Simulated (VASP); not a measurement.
Given:

```yaml
crystal:
  lattice:
    - [4.64348, 0.00000, 0.00000]
    - [0.00000, 4.64348, 0.00000]
    - [0.00000, 0.00000, 3.06867]
  atoms:
    - { symbol: Mg, position: [0.00000, 0.00000, 0.00000] }
    - { symbol: Mg, position: [0.50000, 0.50000, 0.50000] }
    - { symbol: F, position: [0.30279, 0.30279, 0.00000] }
    - { symbol: F, position: [0.80279, 0.19721, 0.50000] }
    - { symbol: F, position: [0.19721, 0.80279, 0.50000] }
    - { symbol: F, position: [0.69721, 0.69721, 0.00000] }
```

Computed with PBE GGA with D3 dispersion (Becke-Johnson damping), VASP's PBE PAW potentials (set 64) (plane waves; VASP). Settings: 520 eV cut-off, Gaussian smearing of 0.050 eV, potentials Mg F.

Estimate the band gap (along the path) with the smallest direct gap where there is one.

The band gap (along the path) comes out as 7.00 eV and the smallest direct gap (along the path) comes out as 7.00 eV.

Total energies compare only between runs with the same potentials, cut-off and functional.

The compound is MgF2 in the rutile structure. It was relaxed first.
